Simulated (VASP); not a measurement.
Consider the following.

```
CELL_PARAMETERS angstrom
      0.00000     2.25206     2.25206
      2.25206     0.00000     2.25206
      2.25206     2.25206     0.00000
ATOMIC_POSITIONS crystal
  B  0.00000 0.00000 0.00000
  Rh 0.50000 0.50000 0.50000
```

The numbers are results of PBE GGA, VASP's PBE PAW potentials (set 64) (plane waves; VASP), not measurements. Numerical set-up: 520 eV cut-off, 7×7×7 Monkhorst-Pack mesh, first-order Methfessel-Paxton smearing of 0.10 eV, potentials B Rh_pv.

Gaps are read on the run's mesh, which can miss a band edge.

Estimate the energy per atom (σ→0), pressure, band gap (on the k-mesh) with the smallest direct gap where there is one.

* **band gap (on the k-mesh)**: none (metal, semimetal or under 0.01 eV)
* **energy per atom (σ→0)**: -6.976 eV/atom
* **pressure**: -16.38 GPa

Only differences to runs with the same potentials and settings are physical.

The structure was generated: BRh was put into the rocksalt type (Fm-3m), which need not be its known phase. The cell was not relaxed at this level. The k-mesh is coarse (spacing up to 0.35 per Å, 2π included), so the numbers may not be converged in it. The run is one of a series of settings (KPOINTS 7×7×7 Monkhorst-Pack mesh against the base run), some of them coarse on purpose.
